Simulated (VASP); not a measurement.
Wanted: the native input for a VASP 6.6.1 run.

```
Task                   : relaxation of cell and atoms
Functional             : PBEsol
Potentials or basis    : VASP PAW PBE potentials, release 64 (Al)
Cutoff                 : 300 eV
k mesh                 : 18 × 18 × 18
Occupations            : gaussian, width 0.1 eV
Spin                   : no spin polarisation
Further INCAR settings : ALGO = Fast; EDIFF = 1e-07; IBRION = 2; EDIFFG = -0.005; NSW = 90; ISIF = 3
```

The structure of Al lies in POSCAR:

```
Al
1.0
    0.0000000000      2.0248050000      2.0248050000
    2.0248050000      0.0000000000      2.0248050000
    2.0248050000      2.0248050000      0.0000000000
Al
1
Direct
    0.0000000000      0.0000000000      0.0000000000
```

The input as run:

INCAR

```
PREC = Accurate ; ENCUT = 300
EDIFF = 1E-7 ; ISMEAR = 0
SIGMA = 0.1 ; LREAL = False
LASPH = True ; NELM = 100
ALGO = Fast ; ISIF = 3
LWAVE = False ; LCHARG = False
GGA = PS ; IBRION = 2
NSW = 90 ; EDIFFG = -0.005
```

KPOINTS

```
Automatic mesh
0
Gamma
  18 18 18
```

Potentials or basis: VASP PAW PBE potentials, release 64 (Al).

Command:

```bash
$ cat potpaw_PBE.64/Al/POTCAR > POTCAR
$ mpirun -np 1 vasp_std > vasp.out
```

It gave:

```yaml
Relaxed_volume: 16.18 Å³/atom
Relaxed_cell: a = 2.839 Å, b = 2.839 Å, c = 2.839 Å, α = 60.00°, β = 60.00°, γ = 60.00°
Space_group_after_relaxing_to_0.05_Å: Fm-3m (No. 225)
Energy_gained_by_relaxing: 2.7 meV/atom
Ionic_steps: 3
Pressure_after_relaxing: 0.0 GPa
Band_gap_on_the_k_mesh: none (metal or under the smearing width)
```

Caveat: the PAW data sets were made with another functional, which shifts forces and pressure a little.

Run time: 3.7 s on 1 thread of Intel(R) Xeon(R) 6975P-C (Granite Rapids), with other jobs on the host, peak memory 0.11 GiB.
